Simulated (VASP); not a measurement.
## FeCuSO: magnetic orders

Wanted: the lowest of several collinear orders of FeCuSO. The start is a cell from a database of measured crystal structures.

Program: VASP 6.6.1. Level of theory: PBE, spin-polarised, from parallel moments; plane waves and PAW (Cu, Fe, S, O), in the first sound run; inputs show where later runs differ. Results are calculated unless marked as measured.

## Step 1: The structure

It takes space group P4/nmm (No. 129, tetragonal). Conventional cell: a = 3.822 Å, b = 3.822 Å, c = 8.645 Å, α = 90.00°, β = 90.00°, γ = 90.00°. Nearest to Cu lie 4 S at 2.34 Å. Nearest to Fe lie 4 O at 2.02 Å. S has 4 Cu at 2.34 Å nearest. O has 4 Fe at 2.02 Å nearest. Farther neighbours and most contacts between anions are not listed.

Coordinates:

```xyz
8
Lattice="3.8219 0.0000 0.0000 0.0000 3.8219 0.0000 0.0000 0.0000 8.6450" Properties=species:S:1:pos:R:3 pbc="T T T"
Cu    1.9109    1.9109    4.3225
Cu    0.0000    0.0000    4.3225
Fe    0.0000    0.0000    0.0000
Fe    1.9109    1.9109    0.0000
S     0.0000    1.9109    5.6694
S     1.9109    0.0000    2.9756
O     0.0000    1.9109    0.6432
O     1.9109    0.0000    8.0018
```

## Step 2: Magnetic order, start order fm, signs ++++

Each run starts from other signs of the moments at the same geometry and cutoff; gentle mixing helps it keep them. Any wave vector in a name is a fraction of the reciprocal vectors of the first cell as typed.

Input file INCAR:

```
SYSTEM = FeCuSO
PREC = Normal
ENCUT = 480
EDIFF = 1E-06
NELM = 150
ISMEAR = 0
SIGMA = 0.05
LREAL = .FALSE.
ALGO = Normal
GGA = PE
NBANDS = 43
ISPIN = 2
MAGMOM = 0.6 0.6 3 3 0 0 0 0
LMAXMIX = 4
LORBIT = 11
LWAVE = .FALSE.
LCHARG = .TRUE.
KPAR = 2
AMIX = 0.2
BMIX = 1E-04
AMIX_MAG = 0.8
BMIX_MAG = 1E-04
```

Input file POSCAR:

```
FeCuSO
1.0
    3.8219000000      0.0000000000      0.0000000000
    0.0000000000      3.8219000000      0.0000000000
    0.0000000000      0.0000000000      8.6450000000
Cu Fe S O
2 2 2 2
Direct
    0.5000000000      0.5000000000      0.5000000000
    0.0000000000      0.0000000000      0.5000000000
    0.0000000000      0.0000000000      0.0000000000
    0.5000000000      0.5000000000      0.0000000000
    0.0000000000      0.5000000000      0.6558000000
    0.5000000000      0.0000000000      0.3442000000
    0.0000000000      0.5000000000      0.0744000000
    0.5000000000      0.0000000000      0.9256000000
```

Input file KPOINTS:

```
Automatic mesh
0
Gamma
5 5 2
0 0 0
```

The projector-augmented-wave data sets are Cu, Fe, S and O (PBE family, release 64).

Command:

```sh
> mpirun -np 2 vasp_std
```

Output:

```text
[banner, memory and clock lines left out]
running    2 mpi-ranks, on    1 nodes
 distrk:  each k-point on    1 cores,    2 groups
 distr:  one band on    1 cores,    1 groups

 POSCAR found type information on POSCAR CuFeS O
 POSCAR found :  4 types and       8 ions
 LDA part: xc-table for (Slater+PW92), standard interpolation
 POSCAR, INCAR and KPOINTS ok, starting setup
 FFT: planning ... GRIDC
 FFT: planning ... GRID_SOFT
 FFT: planning ... GRID
 WAVECAR not read
 entering main loop
       N       E                     dE             d eps       ncg     rms          rms(c)
DAV:   1     0.615317586207E+03    0.61532E+03   -0.25667E+04  2072   0.163E+03
DAV:   2     0.551429662974E+02   -0.56017E+03   -0.52678E+03  2100   0.390E+02
DAV:   3    -0.469686856205E+02   -0.10211E+03   -0.94476E+02  2701   0.181E+02
DAV:   4    -0.548544970876E+02   -0.78858E+01   -0.77472E+01  3096   0.548E+01
DAV:   5    -0.550546979439E+02   -0.20020E+00   -0.19966E+00  3101   0.997E+00    0.306E+01
DAV:   6    -0.649841928004E+02   -0.99295E+01   -0.12535E+02  3437   0.848E+01    0.772E+01
DAV:   7    -0.466594187218E+02    0.18325E+02   -0.85071E+01  3401   0.767E+01    0.229E+01
DAV:   8    -0.455696214781E+02    0.10898E+01   -0.66016E+00  3344   0.226E+01    0.196E+01
DAV:   9    -0.454737903546E+02    0.95831E-01   -0.12642E+00  3002   0.217E+01    0.149E+01
DAV:  10    -0.461806445480E+02   -0.70685E+00   -0.66596E+00  3663   0.335E+01    0.238E+01
DAV:  11    -0.457710958222E+02    0.40955E+00   -0.22160E+00  3302   0.154E+01    0.106E+01
DAV:  12    -0.454185913090E+02    0.35250E+00   -0.26305E+00  3402   0.189E+01    0.577E+00
DAV:  13    -0.454088707245E+02    0.97206E-02   -0.22087E-01  3386   0.503E+00    0.390E+00
DAV:  14    -0.453868710662E+02    0.22000E-01   -0.11503E-01  3603   0.287E+00    0.184E+00
DAV:  15    -0.453888989002E+02   -0.20278E-02   -0.12900E-02  3131   0.850E-01    0.124E+00
DAV:  16    -0.453875077952E+02    0.13911E-02   -0.40688E-03  3556   0.740E-01    0.680E-01
DAV:  17    -0.453860521856E+02    0.14556E-02   -0.59024E-03  3676   0.694E-01    0.145E-01
DAV:  18    -0.453861209035E+02   -0.68718E-04   -0.79552E-04  3226   0.263E-01    0.936E-02
DAV:  19    -0.453861281926E+02   -0.72891E-05   -0.12234E-04  3165   0.103E-01    0.657E-02
DAV:  20    -0.453861385217E+02   -0.10329E-04   -0.34168E-05  3327   0.567E-02    0.554E-02
DAV:  21    -0.453861403990E+02   -0.18772E-05   -0.30509E-05  3143   0.727E-02    0.457E-02
DAV:  22    -0.453861417593E+02   -0.13603E-05   -0.19505E-05  3315   0.467E-02    0.167E-02
DAV:  23    -0.453861422455E+02   -0.48620E-06   -0.89107E-06  2612   0.194E-02
   1 F= -.45386142E+02 E0= -.45382376E+02  d E =-.753311E-02  mag=     8.7608
```

Run time: 94 s. Hardware: 2 MPI ranks of Intel Xeon Platinum 8259CL at 2.50GHz (Skylake/Cascade Lake), shared host; peak memory 0.44 GiB; 3.1 min of CPU time.

Lines that name or quote the potential files are left out of all logs, and their timing lines are given in words.

From OUTCAR (step 2):

```text
ion  position               nearest neighbor table
   1  0.500  0.500  0.500-   5 2.34   6 2.34   6 2.34   5 2.34   2 2.70   2 2.70   2 2.70   2 2.70

  LATTYP: Found a simple tetragonal cell.
 ALAT       =     3.8219000000
 C/A-ratio  =     2.2619639446

 Subroutine GETGRP returns: Found 16 space group operations
 (whereof  8 operations were pure point group operations)

The static configuration has the point symmetry D_2d.
 The point group associated with its full space group is D_4h.

 Found     12 irreducible k-points:

   k-points           NKPTS =     12   k-points in BZ     NKDIM =     12   number of bands    NBANDS=     43

   dimension x,y,z NGX =    20 NGY =   20 NGZ =   48
   dimension x,y,z NGXF=    40 NGYF=   40 NGZF=   96

   ENCUT  =  480.0 eV  35.28 Ry    5.94 a.u.   6.83  6.83 15.44*2*pi/ulx,y,z

   NELECT =      62.0000    total number of electrons

 k-points in reciprocal lattice and weights: Automatic mesh
   0.00000000  0.00000000  0.00000000       0.020
   0.20000000  0.00000000  0.00000000       0.080
   0.40000000  0.00000000  0.00000000       0.080
   0.20000000  0.20000000  0.00000000       0.080
   0.40000000  0.20000000  0.00000000       0.160
   0.40000000  0.40000000  0.00000000       0.080
   0.00000000  0.00000000  0.50000000       0.020
   0.20000000  0.00000000  0.50000000       0.080
   0.40000000  0.00000000  0.50000000       0.080
   0.20000000  0.20000000  0.50000000       0.080
   0.40000000  0.20000000  0.50000000       0.160
   0.40000000  0.40000000  0.50000000       0.080

 average (electrostatic) potential at core
       1 -67.3734       2 -67.3734       3 -46.8477       4 -46.8477       5 -87.8066
       6 -87.8066       7 -72.2807       8 -72.2807

 E-fermi :   3.5886

 spin component 1
 k-point     1 :       0.0000    0.0000    0.0000
  band No.  band energies     occupation
    ...
     29       2.1287      1.00000
     30       2.1634      1.00000
     31       2.2675      1.00000
     32       2.2675      1.00000
     33       2.7503      1.00000
     34       3.6242      0.15695
     35       4.1925      0.00000
     36       4.1925      0.00000
     37       5.2656      0.00000
     38       7.9328      0.00000
    ...

 k-point     2 :       0.2000    0.0000    0.0000
  band No.  band energies     occupation
    ...
     31       2.2109      1.00000
     32       2.7864      1.00000
     33       2.9837      1.00000
     34       3.5210      0.97209
     35       3.5272      0.95883
     36       4.1272      0.00000
     37       6.2699      0.00000
     38       8.1087      0.00000
     39       8.4462      0.00000
     40       8.7118      0.00000
    ...

 k-point     3 :       0.4000    0.0000    0.0000
  band No.  band energies     occupation
    ...
     31       2.4019      1.00000
     32       2.7489      1.00000
     33       3.2460      1.00000
     34       3.3983      1.00000
     35       3.4368      0.99999
     36       3.8799      0.00000
     37       7.6557      0.00000
     38       7.8317      0.00000
     39       8.0569      0.00000
     40       9.0975      0.00000
    ...

 k-point     4 :       0.2000    0.2000    0.0000
  band No.  band energies     occupation
    ...
     32       2.7775      1.00000
     33       3.1356      1.00000
     34       3.4084      1.00000
     35       3.4542      0.99993
     36       3.5876      0.51154
     37       6.8661      0.00000
     38       8.6223      0.00000
     39       9.0532      0.00000
     40       9.3667      0.00000
     41       9.7758      0.00000
    ...

 k-point     5 :       0.4000    0.2000    0.0000
  band No.  band energies     occupation
    ...
     32       2.8155      1.00000
     33       2.9636      1.00000
     34       2.9923      1.00000
     35       3.2756      1.00000
     36       3.3453      1.00000
     37       8.0365      0.00000
     38       8.3453      0.00000
     39       8.8183      0.00000
     40       9.3022      0.00000
     41      10.1951      0.00000
    ...

 k-point     6 :       0.4000    0.4000    0.0000
  band No.  band energies     occupation
    ...
     32       2.3719      1.00000
     33       2.4706      1.00000
     34       2.7410      1.00000
     35       3.0386      1.00000
     36       3.0776      1.00000
     37       8.0926      0.00000
     38       8.4889      0.00000
     39       9.1446      0.00000
     40       9.2491      0.00000
     41      10.1052      0.00000
    ...

  Total       -0.4875919     -0.4875919     -2.4043967      0.0000000      0.0000000     -0.0000000
  in kB       -6.1864772     -6.1864772    -30.5065484      0.0000000      0.0000000     -0.0000000
  external PRESSURE =     -14.2931676 kB  Pullay stress =       0.0000000 kB

  energy-cutoff  :      480.00
  volume of cell :      126.28
      direct lattice vectors                 reciprocal lattice vectors
     3.821900000  0.000000000  0.000000000     0.261649965  0.000000000  0.000000000
     0.000000000  3.821900000  0.000000000     0.000000000  0.261649965  0.000000000
     0.000000000  0.000000000  8.645000000     0.000000000  0.000000000  0.115673800

 POSITION                                       TOTAL-FORCE (eV/Angst)
 -----------------------------------------------------------------------------------
      1.91095      1.91095      4.32250         0.000000     -0.000000      0.000000
      0.00000      0.00000      4.32250         0.000000      0.000000      0.000000
      0.00000      0.00000      0.00000         0.000000      0.000000      0.000000
      1.91095      1.91095      0.00000        -0.000000      0.000000      0.000000
      0.00000      1.91095      5.66939         0.000000      0.000000      0.049538
      1.91095      0.00000      2.97561         0.000000      0.000000     -0.049538
      0.00000      1.91095      0.64319         0.000000     -0.000000     -0.227711
      1.91095      0.00000      8.00181        -0.000000      0.000000      0.227711
 -----------------------------------------------------------------------------------
    total drift:                               -0.000000      0.000000      0.000000

  FREE ENERGIE OF THE ION-ELECTRON SYSTEM (eV)
  ---------------------------------------------------
  free  energy   TOTEN  =       -45.3861422455 eV

  energy  without entropy=      -45.3786091310  energy(sigma->0) =      -45.38237569

 total charge
# of ion       s       p       d       tot
------------------------------------------
    1        0.383   0.394   9.173   9.949
    2        0.383   0.394   9.173   9.949
    3        0.333   0.418   6.046   6.797
    4        0.333   0.418   6.046   6.797
    5        1.343   2.306   0.000   3.649
    6        1.343   2.306   0.000   3.649
    7        1.567   3.418   0.000   4.986
    8        1.567   3.418   0.000   4.986
--------------------------------------------------
tot          7.252  13.073  30.438  50.763

 magnetization (x)
# of ion       s       p       d       tot
------------------------------------------
    1       -0.000   0.008   0.074   0.082
    2       -0.000   0.008   0.074   0.082
    3        0.035   0.030   3.594   3.659
    4        0.035   0.030   3.594   3.659
    5        0.003   0.085   0.000   0.088
    6        0.003   0.085   0.000   0.088
    7        0.022   0.341   0.000   0.363
    8        0.022   0.341   0.000   0.363
--------------------------------------------------
tot          0.119   0.928   7.335   8.383

[... 6 further parts left out ...]
```

The magnetic state follows from one typed start and may not be the lowest. The k-mesh is coarse for a metal. LASPH is off, so gradient terms of the non-spherical density inside the spheres are left out; for open d or f shells this can shift gaps and moments.

This step gave:

* electronic cycles: 23
* electrons: 62
* free energy (TOTEN): -45.39 eV
* energy at zero smearing: -45.38 eV
* Fermi energy: 3.589 eV
* moment of the cell, from the last line of the log: 8.761 μB
* labelled metallic, from the levels on this mesh: yes

Spin moment in the PAW sphere by atom:

| atom | spin moment in the PAW sphere (μB) |
| --- | --- |
| Cu1 | 0.08 |
| Cu2 | 0.08 |
| Fe3 | 3.66 |
| Fe4 | 3.66 |
| S5 | 0.09 |
| S6 | 0.09 |
| O7 | 0.36 |
| O8 | 0.36 |

Force by atom:

| atom | x (eV/Å) | y (eV/Å) | z (eV/Å) | size |
| --- | --- | --- | --- | --- |
| Cu1 | 0.000 | 0.000 | 0.000 | 0.000 |
| Cu2 | 0.000 | 0.000 | 0.000 | 0.000 |
| Fe3 | 0.000 | 0.000 | 0.000 | 0.000 |
| Fe4 | 0.000 | 0.000 | 0.000 | 0.000 |
| S5 | 0.000 | 0.000 | 0.050 | 0.050 |
| S6 | 0.000 | 0.000 | -0.050 | 0.050 |
| O7 | 0.000 | 0.000 | -0.228 | 0.228 |
| O8 | 0.000 | 0.000 | 0.228 | 0.228 |

Spin density in the ac plane at fractional y = 0.000, with atoms of Cu and Fe and S and O within 0.2 Å of it.

Ten even steps from '_' (0.0 e/Å³) to '@' (5.2 e/Å³), each cell a mean:
```
##++..________..________::**
::..________....__________..
____________________________
____________________________
____________________________
____________________________
____________________________
____________________________
____________________________
____________________________
____________________________
____________________________
____________________________
____________________________
____________________________
____________________________
____________________________
____________________________
____________________________
____________________________
____________________________
____________________________
==--..__________________..--
@@##::__________________--%%
```
Columns run along a (3.8 Å), rows up along c (8.6 Å). Atoms in or near the plane, at fractional coordinates: Cu at (0.00, 0.50), Fe at (0.00, 0.00), S at (0.50, 0.34), O at (0.50, 0.93).

Valence density in the ac plane at fractional y = 0.000, with atoms of Cu and Fe and S and O within 0.2 Å of it. It is the smooth field of the valence electrons, not physical close to the nuclei.

Values in e/Å³, 24 rows by 14 columns, each cell a mean:
```
 6  4  2  1  1  2  4  5  3  1  1  1  2  5
 2  1  1  0  1  3  6  7  5  2  1  0  1  1
 0  0  0  0  1  2  4  5  3  1  0  0  0  0
 0  0  0  0  0  1  1  1  1  0  0  0  0  0
 0  0  0  0  0  0  0  0  0  0  0  0  0  0
 0  0  0  0  0  0  0  0  0  0  0  0  0  0
 0  0  0  0  0  0  0  0  0  0  0  0  0  0
 0  0  0  0  0  0  0  0  0  0  0  0  0  0
 0  0  0  0  0  0  0  0  0  0  0  0  0  0
 1  1  0  0  0  0  0  0  0  0  0  0  0  1
 7  4  1  0  0  0  0  0  0  0  0  0  2  5
16 10  3  1  0  0  0  0  0  0  0  1  5 12
11  7  2  1  0  0  0  0  0  0  0  1  4  9
 3  2  1  0  1  1  1  1  1  1  1  0  1  2
 0  0  0  0  1  1  1  1  1  1  1  0  0  0
 0  0  0  0  1  1  0  0  1  1  1  0  0  0
 0  0  0  0  1  1  1  1  1  1  1  0  0  0
 0  0  0  0  0  1  1  1  1  1  0  0  0  0
 0  0  0  0  0  0  0  0  0  0  0  0  0  0
 0  0  0  0  0  0  0  0  0  0  0  0  0  0
 0  0  0  0  0  0  0  0  0  0  0  0  0  0
 1  1  0  0  0  0  0  0  0  0  0  0  0  1
 4  3  1  0  0  0  0  0  0  0  0  0  1  3
 8  5  2  1  0  1  1  1  1  1  0  1  3  6
```
Columns run along a (3.8 Å), rows up along c (8.6 Å). Atoms in or near the plane, at fractional coordinates: Cu at (0.00, 0.50), Fe at (0.00, 0.00), S at (0.50, 0.34), O at (0.50, 0.93).

The largest moment at the end is 3.66 μB, and the moments of the cell sum to 8.76 μB.

[end of part 1 of 4]

[Lines on the potential files, build, host, timing and source positions are cut from VASP's logs without a mark.]

[Logs are printed without paths, hosts, clocks, repeated set-up lines and the standing remarks that a program may print on its own settings, such as how far it seeks lower states.]

[Hosts, paths, dates, database ids (printed as entryN), source tags and the programs' standing remarks are cut or masked in the printed files.]

[In band tables of VASP the shares of atoms and orbitals are scaled to a sum of 1 inside the atoms' spheres.]

[Runs that stopped without an error message from VASP are left out.]
